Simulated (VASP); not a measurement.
Input for VASP

File POSCAR:
```
NiSb
1
    1.9163289065    -3.3191791878     0.0000000000
    1.9163289065     3.3191791878     0.0000000000
    0.0000000000     0.0000000000     4.9733712813
Ni Sb
2 2
Direct
  0.0000000000   0.0000000000   0.5000000000
  0.0000000000   0.0000000000   0.0000000000
  0.3333330000   0.6666670000   0.2500000000
  0.6666670000   0.3333330000   0.7500000000
```

KPOINTS:
```
Automatic mesh
0
Gamma
9 9 6
0 0 0
```

**INCAR**
```
SYSTEM = NiSb
ISMEAR = 1   # Methfessel-Paxton
ENCUT = 520   # plane-wave cut-off (eV)
ISIF = 4   # ions and shape, fixed volume
SIGMA = 0.1   # width (eV)
LCHARG = .FALSE.
GGA = PS
LREAL = .FALSE.
NELM = 100
LASPH = .TRUE.
EDIFF = 1E-7
ALGO = Normal
IBRION = 2
EDIFFG = -0.01   # ionic stop
NSW = 30   # most ionic steps
LMAXMIX = 4   # l cut-off of mixed one-centre charges
LWAVE = .FALSE.
PREC = Accurate
```

POTCAR, in this order: Ni Sb (PBE.64 set). Program: vasp_std.

Problem. Translate this PBEsol calculation to Quantum ESPRESSO's pw.x.

Solution. One equivalent input (not run):
```
&CONTROL
  calculation = 'vc-relax'
  pseudo_dir = './pseudo'
  outdir = './out'
  tprnfor = .true.
  tstress = .true.
  nstep = 30
  forc_conv_thr = 0.00039
/
&SYSTEM
  ibrav = 0
  nat = 4
  ntyp = 2
  ecutwfc = 98
  occupations = 'smearing'
  smearing = 'methfessel-paxton'
  degauss = 0.00735
  input_dft = 'pbesol'
/
&ELECTRONS
  conv_thr = 7.3e-09
  electron_maxstep = 100
/
&IONS
/
&CELL
  cell_dofree = 'shape'
/
ATOMIC_SPECIES
  Ni 58.693 Ni.upf
  Sb 121.760 Sb.upf
CELL_PARAMETERS angstrom
     1.9163289   -3.3191792    0.0000000
     1.9163289    3.3191792    0.0000000
     0.0000000    0.0000000    4.9733713
ATOMIC_POSITIONS crystal
  Ni   0.0000000  0.0000000  0.5000000
  Ni   0.0000000  0.0000000  0.0000000
  Sb   0.3333330  0.6666670  0.2500000
  Sb   0.6666670  0.3333330  0.7500000
K_POINTS automatic
  9 9 6 0 0 0
```
The two are equivalent in intent, not identical: the potentials are each code's own (VASP's PAW set, PseudoDojo norm-conserving files in pw.x), so ENCUT and ecutwfc are chosen apart and not converted; conv_thr bounds pw.x's estimated SCF error, while EDIFF bounds the energy change between steps; forc_conv_thr acts on force components and is met together with etot_conv_thr.

The compound is NiSb in the NiAs type structure. This cell is one point of a volume scan, at 0.94 of the reference volume.
